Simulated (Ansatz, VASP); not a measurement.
# Mg2C in two plane-wave programs, part 2 of 2

One calculation is typed for both programs; each brings its own data sets. How far apart do they land? The cell is generated by rule, not measured, and may not be a known phase. The cell is taken from a series of runs on this material, whose earlier steps may have relaxed, scaled, displaced or heated it; both programs get it as it stands.

VASP 6.6.1 and Ansatz 0.2.0.

So far: Set-up; VASP: zone-centre phonons, PBE.

The structure was built from a prototype and need not be the compound's stable phase.

## Step 3: Ansatz: zone-centre phonons, PBE

Level of this step: Ansatz beside VASP: Kohn-Sham DFT, plane waves, PBE (Ansatz).

Ansatz runs on its default PAW (the set named soft_2) files.

The same cell, functional, mesh and smearing now go to Ansatz, which takes its cutoff from its data sets.

Contents of input.yaml:

```yaml
crystal:
  lattice:
    - [3.5412025265, 0.0, 0.0]
    - [0.0, 5.0775962515, 0.0]
    - [0.0, 0.0, 5.0775962515]
  atoms:
    - { symbol: C, position: [0.1715458311, 0.0, 0.0] }
    - { symbol: C, position: [0.6715458311, 0.5, 0.5] }
    - { symbol: Mg, position: [0.1715442011, 0.3071619378, 0.3071619378] }
    - { symbol: Mg, position: [0.6715442011, 0.8071619378, 0.1928380622] }
    - { symbol: Mg, position: [0.6715442011, 0.1928380622, 0.8071619378] }
    - { symbol: Mg, position: [0.1715442011, 0.6928380622, 0.6928380622] }
kpoints:
  mp_grid: { grid: [6, 6, 6] }
hamiltonian:
  xc: pbe
scf:
  occupations: { method: methfessel_paxton, width: 0.15 }
output:
  eigenvalues: true
phonons:
  method: dfpt
```

Command:

```console
ansatz run input.yaml --threads 8 --pin off --max-ram 14336MiB --backend cpu --events-out ev --progress --plain --runs-dir out
```

Numbers of over 12 decimals in the logs are rounded to 6 here.

The log of the run:

```text
Warning: the atoms were moved onto the symmetric positions of the space group found under crystal.symmetry.tolerance 1.0e-5 (fractional; no operation is sought that the atoms, as they stand in a round, miss by more than twice it, and no atom is moved by as much as it), and the run uses the moved positions. Before a round's move an operation carried an atom to 7.70e-6 Å from where it should land, the largest such dist [...]
Warning: crystal.symmetry: narrowed to the stabiliser of the run's FFT grids — unitary ops 16 → 8. A phonons.method: dfpt run fills in the rows of the dynamical matrix that it does not solve by its symmetry operations, which is exact only for operations that map its FFT grids onto themselves: filled in by any other, the frequencies could depend on the order in which like atoms are typed, or, by more than the grids' own error, on where the crystal sits among the grids' points. Excluded: 8 operations. The run can therefore solve more perturbations, solve them on more k-points, or both, and cost more. [rest of the remark cut]
Engine: ansatz 0.2.0, aarch64-unknown-linux-gnu
Pseudopotentials: kind: paw
Pseudopotential: C, paw, valence charge 4, recommended cutoff 420 eV (normal), C.paw.azcp
Pseudopotential: Mg, paw, valence charge 10, recommended cutoff 420 eV (normal), Mg.paw.azcp
Functional definition: PBE
  parameter kappa = 0.804
  parameter beta = 0.066725
  exchange = pbe_x(kappa = kappa, mu = beta*pi^2/3)
  correlation = pbe_c(beta = beta)
Crystal: 6 atoms, lattice volume = 91.299 Å³
Basis set: ecut = 420 eV, 1783 PW (Γ), exchange–correlation on 48×72×72 points (8 copies of the dense FFT grid, shifted against one another)
Bands: 30, of which v1, the nominal top of the filled ones, is band 24 counted from 1 (23 counted from 0)
Symmetry: 16 space group operations
k-points: 112 of 216 (irreducible under 1 space group operation, time reversal used)
Non-local potential: C, projectors of the file, l = 0: 2, l = 1: 2, l = 2: 1
Non-local potential: Mg, projectors of the file, l = 0: 3, l = 1: 2, l = 2: 1
PAW form: soft (Blöchl's): semilocal exchange-correlation on the pseudo side does not see the compensation charge
PAW one-centre angular grid: C, 110 points (default); XC on 64 Gauss nodes
PAW one-centre angular grid: Mg, 110 points (default); XC on 64 Gauss nodes
Initial density: superposition of atomic densities (neutral atoms: chi_scale 0, normalization atom), corrected by the library's trained network
Initial wavefunctions: pseudopotential atomic-orbital guess
Functional: x = pbe(κ = 0.804, μ = 0.219515), c = pbe(β = 0.066725)
SCF iter   1: F=—  HF=-8195.595115 eV  |F-HF|=—  |Δ(HF+E_count)|=         —  Δρ=2.85e-3  dr2=6.14e-3  ethr=1.77e-3  ⟨swp⟩=5.5  Hψ=14561  notcnv=0
preconditioner: auto → Kerker (q_TF=auto, 2.451 Å⁻¹)  [metal: Δε(μ)=0.072 eV  Ē_g=7.884 eV  σ=0.150 eV  W_gap=0.38  n_scr=18 (ndim 8)  ℏωp=15.5 eV  f_vac=0.000  D(μ)=0.96/eV (n_scr^D=4)]
SCF iter   2: F=—  HF=-8195.594322 eV  |F-HF|=—  |Δ(HF+E_count)|=   7.93e-4  S|Δr|=    0.00e0  Δρ=1.69e-3  dr2=2.54e-3  ethr=1.28e-5  ⟨swp⟩=1.3  Hψ=4659  notcnv=0
SCF iter   3: F=—  HF=-8195.594117 eV  |F-HF|=—  |Δ(HF+E_count)|=   2.05e-4  S|Δr|=    0.00e0  Δρ=3.86e-4  dr2=2.04e-4  ethr=5.29e-6  ⟨swp⟩=1.8  Hψ=3403  notcnv=0
SCF iter   4: F=—  HF=-8195.594084 eV  |F-HF|=—  |Δ(HF+E_count)|=   3.29e-5  S|Δr|=    0.00e0  Δρ=1.58e-4  dr2=3.58e-5  ethr=4.25e-7  ⟨swp⟩=2.3  Hψ=5622  notcnv=0
SCF iter   5: F=—  HF=-8195.594080 eV  |F-HF|=—  |Δ(HF+E_count)|=   3.67e-6  S|Δr|=    0.00e0  Δρ=3.86e-5  dr2=1.50e-6  ethr=7.46e-8  ⟨swp⟩=2.0  Hψ=4065  notcnv=0
SCF iter   6: F=—  HF=-8195.594079 eV  |F-HF|=—  |Δ(HF+E_count)|=   1.36e-6  S|Δr|=    0.00e0  Δρ=9.44e-6  dr2=8.72e-8  ethr=3.12e-9  ⟨swp⟩=2.0  Hψ=5775  notcnv=0
SCF iter   7: F=—  HF=-8195.594079 eV  |F-HF|=—  |Δ(HF+E_count)|=   1.05e-8  S|Δr|=    0.00e0  Δρ=1.84e-6  dr2=4.62e-9  ethr=1.82e-10  ⟨swp⟩=2.7  Hψ=5768  notcnv=0
SCF iter   8: F=—  HF=-8195.594079 eV  |F-HF|=—  |Δ(HF+E_count)|=  3.64e-11  S|Δr|=    0.00e0  Δρ=4.75e-7  dr2=1.51e-10  ethr=9.63e-12  ⟨swp⟩=2.0  Hψ=3977  notcnv=0
SCF iter   9: F=-8195.594079 eV  HF=-8195.594079 eV  |F-HF|=0.00e0  |Δ(HF+E_count)|=  2.73e-11  S|Δr|=    0.00e0  Δρ=8.22e-8  dr2=4.66e-12  ethr=1.00e-12  ⟨swp⟩=7.2  Hψ=19158  notcnv=0
SCF 1 converged in 9 iterations: F = -8195.594079 eV  dr2 = 4.66e-12
  greatest PAW one-centre occupation: 1.000 electrons in one spin orbital (limit 2), on the Mg atom at site 5 (counted from 0), in its partial waves of l = 0
DFPT response loops at Γ: preconditioner auto → Kerker (q_TF=auto, 2.451 Å⁻¹) (partly filled bands, converged f_vac=0.000); β = 1.00, the filter's whole step (`scf.mixing.beta` (0.50) is not read by the response loops under this deck's `scf.mixing.preconditioner`; to damp them name `kerker` or `kerker_dos`, under which they read `scf.mixing.beta`, and type it under 1.00, their step now; both keys bind the ground state too); Broyden in place of MSR1
SCF converged after 9 iterations
Stability not checked: this state was not tested for a lower state beside it, because cold or Methfessel-Paxton smearing, or corrected tetrahedra, fill the levels in a way that the test cannot read (fill_not_monotonic; see scf.lower_state_search)
Free energy (F): -8195.594079 eV
Harris-Foulkes:  -8195.594079 eV  (|F-HF|=0.00e0)
Internal energy: -8195.594238 eV  (E = F + TS)
E sigma→0 (E₀):  -8195.594119 eV
Entropy (-TS):   0.000159 eV (0.026 meV/atom)
Fermi energy:    6.629301 eV
--- Per-component energies (eV) ---
  E_band       = -1337.529552
  E_kinetic    = 475.565563
  E_local      = -6459.236705  (includes V_loc(G=0)·N_el)
  E_nonlocal   = 434.456645
  E_hartree    = 2299.780538
  E_xc         = -212.302118
  E_vxc        = -269.090897  (∫ρ·V_xc dr)
  E_paw        = -1364.367226  (= ΣΔE_a)
  E_vpaw       = -118.785276  (= ΣTr[D̂ρ^β])
  E_aug_tail   = 0.000008  (compensation charges beyond the density's cutoff)
  E_ewald      = -3369.490943
  E_smearing   = 0.000159  (= −TS)
  E_closure    = -0.000000  (closes the sum)
  Σ components = -8195.594079   (vs F -8195.594079, Δ=0.00e0)
--- Band table (eV; the first three rows and the last of 112) ---
  k-point 0: bands = [... 20 lower, 5.9065, 5.9103, 5.9103, 6.0429, 6.2115, 6.7177, 10.1300, 13.5049, ... 2 higher]
  k-point 1: bands = [... 20 lower, 4.8894, 5.6597, 6.0913, 6.5447, 6.6781, 7.3811, 10.3428, 13.0388, ... 2 higher]
  k-point 2: bands = [... 20 lower, 4.0837, 5.1020, 6.2221, 6.5640, 7.8530, 8.6159, 10.8527, 11.9310, ... 2 higher]
  k-point 111: bands = [... 20 lower, 4.2130, 4.2130, 4.2311, 4.2311, 9.9291, 9.9291, 10.3301, 10.3301, ... 2 higher]
--- Phonons (Γ-DFPT): 4 representative perturbations + reference, on 112 of 216 k-points (Σ response iterations 12) ---
  ASR residual: 3.774e-5 → 0.000e0 eV/Å²; symmetrization residual: 1.790e-6 eV/Å²
  The last average, over the group as it would stand without the narrowing to the FFT grids, took up to 1.593e-6 eV/Å² of the zone centre's force constants
  ASR residual per site (eV/Å²): 1.54e-5 1.54e-5 3.77e-5 3.77e-5 3.77e-5 3.77e-5
  Γ frequencies (cm⁻¹): 0.00 0.00 0.00 102.73 250.02 251.31 251.31 256.83 256.83 300.61 350.20 418.54 436.33 436.33 496.58 508.23 520.13 520.13
  non-analytic LO–TO correction: not included (Born effective charges unavailable; polar crystals: no LO–TO splitting at Γ)
```

## Step 4: Side by side

Known differences besides the potentials themselves: the data sets hold 48 valence electrons in Ansatz (on its default PAW (the set named soft_2) files) and 16 in VASP; the cutoff is 420 eV in Ansatz and 600 eV in VASP. Total energies have different zeros and are not compared.

Compared:

```
                    quantity  Ansatz   VASP  difference
       optical mode 1 (cm⁻¹)   102.7  103.6     -0.80 %
       optical mode 2 (cm⁻¹)   250.0  250.3     -0.11 %
  optical mode 3 to 4 (cm⁻¹)   251.3  252.1     -0.30 %
  optical mode 5 to 6 (cm⁻¹)   256.8  257.6     -0.28 %
       optical mode 7 (cm⁻¹)   300.6  301.5     -0.30 %
       optical mode 8 (cm⁻¹)   350.2  351.6     -0.39 %
       optical mode 9 (cm⁻¹)   418.5  419.1     -0.14 %
optical mode 10 to 11 (cm⁻¹)   436.3  437.5     -0.26 %
      optical mode 12 (cm⁻¹)   496.6  498.5     -0.38 %
      optical mode 13 (cm⁻¹)   508.2  510.5     -0.45 %
optical mode 14 to 15 (cm⁻¹)   520.1  522.6     -0.48 %
```

Modes are paired by rising frequency, not by their patterns, so a pair may set unlike modes beside each other; they are those without the splitting of longitudinal modes.

## Step 5: Summary of results

* r.m.s. difference of the optical zone-centre modes, each program's sorted by frequency (zone-centre phonons, PBE): 1.4 cm⁻¹
* difference in optical mode 1 (zone-centre phonons, PBE): -0.8 %

What this shows: The r.m.s. difference of the optical zone-centre modes, each program's sorted by frequency is 1.4 cm⁻¹ (zone-centre phonons, PBE). The data sets hold unlike numbers of valence electrons (48 in Ansatz and 16 in VASP), so part of the differences comes from the potentials. Among the rows given in per cent, the largest difference of the zone-centre phonons, PBE pair is in optical mode 1, -0.8 %. Such differences can come from data sets, numerical settings and the points named under the comparisons, not from the functional's error against experiment.

[Lines on the potential files, build, host, timing and source positions are cut from VASP's logs without a mark.]

[Logs are printed without paths, hosts, clocks, repeated set-up lines and the standing remarks that a program may print on its own settings, such as how far it seeks lower states.]

[Hosts, paths, dates, database ids (printed as entryN), source tags and the programs' standing remarks are cut or masked in the printed files.]
